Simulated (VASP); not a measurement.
Output of a VASP run:

### OSZICAR
```
       N       E                     dE             d eps       ncg     rms          rms(c)
DAV:   1    -0.630490548872E+03   -0.63049E+03   -0.76738E+00   322   0.835E+00    0.265E+00
DAV:   2    -0.630526015912E+03   -0.35467E-01   -0.12946E-01   355   0.900E-01    0.171E+00
DAV:   3    -0.630507175165E+03    0.18841E-01   -0.10795E-02   364   0.292E-01    0.963E-01
DAV:   4    -0.630502174289E+03    0.50009E-02   -0.68028E-03   380   0.204E-01    0.540E-01
DAV:   5    -0.630500999463E+03    0.11748E-02   -0.13287E-03   380   0.937E-02    0.302E-01
DAV:   6    -0.630500616652E+03    0.38281E-03   -0.25883E-04   372   0.464E-02    0.165E-01
DAV:   7    -0.630500503563E+03    0.11309E-03   -0.82570E-05   355   0.274E-02    0.880E-02
DAV:   8    -0.630500471575E+03    0.31989E-04   -0.18389E-05   228   0.141E-02    0.490E-02
DAV:   9    -0.630500462192E+03    0.93824E-05   -0.64405E-06   211   0.881E-03
   1 F= -.63050046E+03 E0= -.63050046E+03  d E =-.186337E-11
```

File OUTCAR:
```
------------------------ aborting loop because EDIFF is reached ----------------------------------------
  volume of cell :      380.90
      direct lattice vectors                 reciprocal lattice vectors
     7.248884826  0.000000000  0.000000000     0.137952254  0.000000000  0.000000000
     0.000000000  7.248884826  0.000000000     0.000000000  0.137952254  0.000000000
     0.000000000  0.000000000  7.248884826     0.000000000  0.000000000  0.137952254
  FREE ENERGIE OF THE ION-ELECTRON SYSTEM (eV)
  ---------------------------------------------------
  free  energy   TOTEN  =      -630.5004621923 eV

  energy  without entropy=     -630.5004621923  energy(sigma->0) =     -630.50046219

  exchange ACFDT corr.  =         0.00000000  see jH, gK, PRB 81, 115126
```
(Selected blocks of OUTCAR.)

**POSCAR**
```
MgB31N32
1
    7.2488848259     0.0000000000     0.0000000000
    0.0000000000     7.2488848259     0.0000000000
    0.0000000000     0.0000000000     7.2488848259
B N Mg
31 32 1
Direct
  0.5000959975   0.9996591725   0.9996725526
  0.7503836642   0.2492734307   0.9987771802
  0.7503518437   0.9986337104   0.2494423517
  0.0000702001   0.9994925171   0.9996605811
  0.2497894663   0.2492533552   0.0007246952
  0.5001050657   0.4995163407   0.9997385267
  0.7503695799   0.7498640722   0.0006843392
  0.2497494686   0.0006311991   0.2494011769
  0.5048867936   0.2465426068   0.2467219553
  0.7531381101   0.4947900197   0.2467031436
  0.5001082220   0.9995471185   0.4996665126
  0.7530957847   0.2466087863   0.4949685727
  0.7503635360   0.0005980982   0.7499494251
  0.0000408492   0.4995613105   0.9996916923
  0.2497752356   0.7498627224   0.9986626320
  0.0010500098   0.2493139015   0.2494351116
  0.2469133731   0.5044573518   0.2465355917
  0.4951713386   0.7527499312   0.2464632835
  0.0000466402   0.9996476631   0.4997041304
  0.2470964780   0.2465512104   0.5045665445
  0.7531425983   0.7526119557   0.5045688455
  0.2498848177   0.9986129312   0.7499403617
  0.4953112178   0.2465579143   0.7527392214
  0.7531625980   0.5044141046   0.7528073325
  0.9990334572   0.7498694931   0.2494389105
  0.0001272013   0.4995484473   0.4997528799
  0.2469569625   0.7526993054   0.4947754780
  0.9991280399   0.2492724203   0.7500398777
  0.2470950831   0.4946855558   0.7528183632
  0.5049331378   0.7526114236   0.7528273042
  0.0011105518   0.7498335807   0.7499146215
  0.6253144035   0.1210888093   0.1212194253
  0.8785951994   0.3743330987   0.1212100237
  0.8785803587   0.1211370834   0.3745012106
  0.1250740213   0.1246055692   0.1247521389
  0.3753786568   0.3748764121   0.1247118785
  0.6247587711   0.6242844422   0.1246596405
  0.8750143082   0.8745363121   0.1247500112
  0.3753886268   0.1245328738   0.3750242718
  0.6454215069   0.3543062549   0.3544267534
  0.8751229677   0.6242522508   0.3750647643
  0.6247787894   0.1245539818   0.6243927994
  0.8751492401   0.3748863228   0.6244556164
  0.8750563453   0.1245855335   0.8746804350
  0.1214499494   0.6248277829   0.1211014973
  0.3747984728   0.8782189766   0.1210634664
  0.1250670798   0.3748965525   0.3750161384
  0.3544306505   0.6452625300   0.3539505803
  0.6247537335   0.8745913799   0.3749821217
  0.1215823375   0.1210770878   0.6249373292
  0.3547456870   0.3541982659   0.6451185408
  0.6455453428   0.6450119675   0.6452039927
  0.8786146084   0.8781359462   0.6249134463
  0.3748755096   0.1210699100   0.8782125307
  0.6248345325   0.3748650950   0.8747980862
  0.8786496460   0.6248156356   0.8782067263
  0.1214747838   0.8781996888   0.3744448492
  0.1251060248   0.6242354135   0.6243923913
  0.3754291099   0.8745816592   0.6243545362
  0.1215627592   0.3742867357   0.8782976281
  0.3754086862   0.6242153715   0.8747950896
  0.6253357608   0.8781386239   0.8782585588
  0.1251546778   0.8745356581   0.8745828685
  0.4997331303   0.5000581248   0.4994594580
```

Write an INCAR and KPOINTS that could have produced this output.

Several could match; the one computed here: the input of the run itself, HSE06 screened hybrid, plane waves, VASP's PBE PAW potentials (set 64).

KPOINTS:
```
Regular mesh
0
gamma
 1 1 1
```

### INCAR
```
GGA=PE   ! PBE
LHFCALC=.TRUE.
ALGO=Normal
ENCUT=400   ! plane-wave cut-off (eV)
PREC=Normal
LREAL=Auto   ! projection in real space or not
AEXX=0.25
SIGMA=0.05   ! width (eV)
NELM=50
SYSTEM=MgB31N32
ISYM=0
EDIFF=1E-5   ! SCF stop (eV)
ISIF=0
ISMEAR=0   ! Gaussian
LASPH=.TRUE.   ! aspherical one-centre terms
PRECFOCK=Fast
LWAVE=.FALSE.
HFSCREEN=0.2
NELMIN=4
NELECT=256.0
LCHARG=.FALSE.
```

POTCAR, in this order: B N Mg (PBE.64 set). Program: vasp_gam. Read from the step before: WAVECAR.

The cell is charged, with a uniform compensating background. The supercell is sampled at Γ alone, which is coarse: total energies, pressure and levels can be off, energies of defects by several tenths of an eV.

The cell is a supercell with a defect, built from BN (zinc blende): Mg_B, charge -1. The cell's shape comes from a PBE relaxation. The run is not spin-polarised, so no state with unpaired spins was tried.
